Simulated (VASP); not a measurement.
Write the native input for VASP 6.6.1 that does the following.

- Task: band structure
- Functional: PBE
- Potentials or basis: VASP PAW PBE potentials, release 64 (Ni, Mo_sv, Pd, Ir, W_sv)
- Cutoff: 520 eV
- k mesh: 11 × 11 × 3
- Occupations: fermi-dirac, width 0.05 eV
- Spin: collinear spin, ferromagnetic start, spin-orbit coupling
- Starting moments: [[0.0, 0.0, 1.0], [0.0, 0.0, 1.0], [0.0, 0.0, 0.0], [0.0, 0.0, 0.6], [0.0, 0.0, 0.0]] μB
- Further INCAR settings: ALGO = Normal; EDIFF = 1e-06; NBANDS = 72

The structure of NiMoIrPdW lies in POSCAR:

```
NiMoIrPdW
1.0
    2.7607800000      0.0000000000      0.0000000000
   -1.3803900000      2.3909000000      0.0000000000
    0.0000000000      0.0000000000     11.3405100000
Ni Mo Pd Ir W
1 1 1 1 1
Direct
    0.0000000000      0.0000000000      0.7091700000
    0.6666700000      0.3333300000      0.2942500000
    0.6666700000      0.3333300000      0.8990100000
    0.0000000000      0.0000000000      0.1060400000
    0.6666700000      0.3333300000      0.5292100000
```

The cell was built by a generator and needn't be a form met in nature.

One way to write it, as run:

INCAR

```
SYSTEM = NiMoIrPdW
  ALGO = Normal
  EDIFF = 1E-6
  ENCUT = 520
  GGA = PE
  GGA_COMPAT = .False.
  ISIF = 2
  ISMEAR = -1
  KPAR = 4
  LASPH = .True.
  LCHARG = .False.
  LMAXMIX = 4
  LNONCOLLINEAR = .True.
  LORBIT = 11
  LORBMOM = .True.
  LREAL = .False.
  LSORBIT = .True.
  LWAVE = .False.
  MAGMOM = 0 0 1 0 0 1 0 0 0 0 0 0.6 0 0 0
  NBANDS = 72
  NELM = 100
  PREC = Accurate
  SIGMA = 0.05
```

KPOINTS

```
k-points
0
Gamma
  11 11 3
  0 0 0
```

KPOINTS_OPT

```
path GMKGALHA,LM,KH
15
line-mode
reciprocal
 0.0000000000  0.0000000000  0.0000000000  G
 0.5000000000  0.0000000000  0.0000000000  M

 0.5000000000  0.0000000000  0.0000000000  M
 0.3333333333  0.3333333333  0.0000000000  K

 0.3333333333  0.3333333333  0.0000000000  K
 0.0000000000  0.0000000000  0.0000000000  G

 0.0000000000  0.0000000000  0.0000000000  G
 0.0000000000  0.0000000000  0.5000000000  A

 0.0000000000  0.0000000000  0.5000000000  A
 0.5000000000  0.0000000000  0.5000000000  L

 0.5000000000  0.0000000000  0.5000000000  L
 0.3333333333  0.3333333333  0.5000000000  H

 0.3333333333  0.3333333333  0.5000000000  H
 0.0000000000  0.0000000000  0.5000000000  A

 0.5000000000  0.0000000000  0.5000000000  L
 0.5000000000  0.0000000000  0.0000000000  M

 0.3333333333  0.3333333333  0.0000000000  K
 0.3333333333  0.3333333333  0.5000000000  H
```

Potentials or basis: VASP PAW PBE potentials, release 64 (Ni, Mo_sv, Pd, Ir, W_sv).

Run with:

```console
$ cat potpaw_PBE.64/Ni/POTCAR potpaw_PBE.64/Mo_sv/POTCAR potpaw_PBE.64/Pd/POTCAR potpaw_PBE.64/Ir/POTCAR potpaw_PBE.64/W_sv/POTCAR > POTCAR
$ mpirun -np 4 vasp_ncl > vasp.out
```

It gave:

```
Pressure                                              : 0.6 GPa
Largest force                                         : 0.270 eV/Å
Net moment                                            : 0.02 μB per cell
Valence electrons inside the program's atomic spheres : Ni 9.21; Mo 12.56; Pd 9.46; Ir 8.30; W 12.10
```

It took 34 min on 4 MPI ranks on Intel(R) Xeon(R) 6975P-C (Granite Rapids), with other jobs on the host, peak memory 4.3 GiB a rank.
